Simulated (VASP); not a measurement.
Take CdSe (wurtzite), with a static lattice, in VASP with PAW potentials, and its lattice constant c.

Question: One run gives 7.055 Å. Which level is it?
A. revTPSS
B. rev-vdW-DF2
C. optB88-vdW
D. r2SCAN+rVV10

Answer: D, r2SCAN+rVV10.  The others give 7.153 (optB88-vdW), 7.096 (revTPSS), 7.110 (rev-vdW-DF2).

Only levels that ran to the end are used. Left out are those held back, those with too coarse a band path, GW runs whose mesh misses a band edge, hybrids' fits of cells that aren't cubic and levels without matching references; a question may draw on a part of the rest.

The compound is CdSe in the wurtzite structure.
